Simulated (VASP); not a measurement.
Here is the system:

```
MgS
1.0
    0.00000     2.58500     2.58500
    2.58500     0.00000     2.58500
    2.58500     2.58500     0.00000
Mg S
1 1
Direct
  0.00000   0.00000   0.00000
  0.50000   0.50000   0.50000
```

The numbers are results of PBE0 hybrid, VASP's PBE PAW potentials (set 64) (plane waves; VASP), not measurements. Numerical set-up: 520 eV cut-off, 6×6×6 Γ-centred mesh, Gaussian smearing of 0.050 eV, potentials Mg S.

### Question
Predict the energy per atom (σ→0), band gap (on the k-mesh) with the smallest direct gap where there is one.

### Answer

```yaml
band gap (on the k-mesh): 4.53 eV
smallest direct gap (on the k-mesh): 5.67 eV
energy per atom (σ→0): -5.220 eV/atom
```

Total energies compare only between runs with the same potentials, cut-off and functional.

The compound is MgS in the rock salt structure. This cell is one point of a volume scan, at 0.97 of the reference volume. The cell's shape comes from a PBE relaxation.
